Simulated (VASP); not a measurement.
All values below come from PBE GGA, VASP's PBE PAW potentials (set 64) (plane waves; VASP).

VASP ran on this input.

**INCAR**
```
# general
SYSTEM  =  Cl
PREC    =  Accurate
ENCUT   =  400
LREAL   =  .FALSE.
LASPH   =  .TRUE.

# electronic loop
EDIFF   =  1E-6
NELM    =  100
ALGO    =  Normal

# smearing
ISMEAR  =  0
SIGMA   =  0.02

# functional
GGA     =  PE

# ions
ISIF    =  2

# output
LWAVE   =  .FALSE.
LCHARG  =  .FALSE.
```

**POSCAR**
```
Cl
1
    1.5200000000    -4.8064230000     0.0000000000
    1.5200000000     4.8064230000     0.0000000000
    0.0000000000     0.0000000000     4.0149550000
Cl
4
Direct
  0.3983200000   0.6016800000   0.5805600000
  0.6016800000   0.3983200000   0.4194400000
  0.8983200000   0.1016800000   0.9194400000
  0.1016800000   0.8983200000   0.0805600000
```

KPOINTS:
```
Automatic mesh
0
G
 7 7 5
0 0 0
```

POTCAR, in this order: Cl (PBE.64 set). Program: vasp_std.

Output of the run:

### OUTCAR
```
 ion  position               nearest neighbor table
   1  0.398  0.602  0.581-   3 2.04   3 2.04   2 2.06
   2  0.602  0.398  0.419-   4 2.04   4 2.04   1 2.06
   3  0.898  0.102  0.919-   1 2.04   1 2.04   4 2.06
   4  0.102  0.898  0.081-   2 2.04   2 2.04   3 2.06
  LATTYP: Found a base centered orthorhombic cell.
 ALAT       =     3.0400000000
 B/A-ratio  =     3.1621203947
 C/A-ratio  =     1.3207088816
 Subroutine PRICEL returns:
 Original cell was already a primitive cell.
 Subroutine GETGRP returns: Found  8 space group operations
The static configuration has the point symmetry C_2h.
 The point group associated with its full space group is D_2h.
The dynamic configuration has the point symmetry C_2h.
 Subroutine INISYM returns: Found  8 space group operations
 Subroutine IBZKPT returns following result:
 Found     48 irreducible k-points:

 Following reciprocal coordinates:
            Coordinates               Weight
  0.000000  0.000000  0.000000      1.000000
  0.142857 -0.000000  0.000000      4.000000
  0.285714 -0.000000  0.000000      4.000000
  0.428571 -0.000000  0.000000      4.000000
...
```

### OSZICAR
```
       N       E                     dE             d eps       ncg     rms          rms(c)
DAV:   1     0.171726703067E+03    0.17173E+03   -0.12355E+04  1728   0.116E+03
DAV:   2     0.133418187193E+02   -0.15838E+03   -0.15596E+03  2528   0.238E+02
DAV:   3     0.553205799575E+01   -0.78098E+01   -0.76161E+01  2092   0.608E+01
DAV:   4     0.539437368132E+01   -0.13768E+00   -0.13750E+00  2266   0.841E+00
DAV:   5     0.539250119460E+01   -0.18725E-02   -0.18717E-02  2066   0.978E-01    0.607E+01
DAV:   6     0.542286800473E+01    0.30367E-01   -0.40186E-02  1996   0.125E+00    0.361E+01
DAV:   7     0.542688935100E+01    0.40213E-02   -0.56456E-02  1988   0.152E+00    0.487E-01
DAV:   8     0.542749411303E+01    0.60476E-03   -0.33855E-03  1916   0.413E-01    0.151E-01
DAV:   9     0.542750118772E+01    0.70747E-05   -0.24123E-04  2186   0.103E-01    0.617E-02
DAV:  10     0.542749185069E+01   -0.93370E-05   -0.16747E-05  2046   0.308E-02    0.262E-02
DAV:  11     0.542748968396E+01   -0.21667E-05   -0.34809E-06  1692   0.145E-02    0.842E-03
DAV:  12     0.542748901084E+01   -0.67313E-06   -0.51766E-07  1102   0.602E-03
   1 F= 0.54274890E+01 E0= 0.54276446E+01  d E =-.311276E-03
```

File OUTCAR:
```
------------------------ aborting loop because EDIFF is reached ----------------------------------------
  FORCE on cell =-STRESS in cart. coord.  units (eV):
  Direction    XX          YY          ZZ          XY          YZ          ZX
  --------------------------------------------------------------------------------------
  Total       33.4757184     22.2200543     28.3888655      0.0000000      0.0000000      0.0000000
  in kB      914.2484510    606.8473274    775.3224603      0.0000000      0.0000000      0.0000000
  external PRESSURE =     765.4727462 kB  Pullay stress =       0.0000000 kB
  volume of cell :       58.66
      direct lattice vectors                 reciprocal lattice vectors
     1.520000000 -4.806423000  0.000000000     0.328947368 -0.104027465  0.000000000
     1.520000000  4.806423000  0.000000000     0.328947368  0.104027465  0.000000000
     0.000000000  0.000000000  4.014955000     0.000000000  0.000000000  0.249068794
 POSITION                                       TOTAL-FORCE (eV/Angst)
 -----------------------------------------------------------------------------------
      1.52000      0.97743      2.33092         0.000000      4.794046     -5.883230
      1.52000     -0.97743      1.68403         0.000000     -4.794046      5.883230
      1.52000     -3.82899      3.69151         0.000000      4.794046      5.883230
      1.52000      3.82899      0.32344         0.000000     -4.794046     -5.883230
 -----------------------------------------------------------------------------------
    total drift:                                0.000000     -0.000000     -0.000000
  FREE ENERGIE OF THE ION-ELECTRON SYSTEM (eV)
  ---------------------------------------------------
  free  energy   TOTEN  =         5.4274890108 eV

  energy  without entropy=        5.4278002864  energy(sigma->0) =        5.42764465
```
(Selected blocks of OUTCAR.)

The structure was generated: Cl was put into the black-P type (Cmce), which need not be its known phase. The cell was not relaxed at this level. The k-mesh is coarse (spacing up to 0.31 per Å, 2π included), so the numbers may not be converged in it. The run is one of a series of settings (SIGMA = 0.02 against the base run), some of them coarse on purpose.
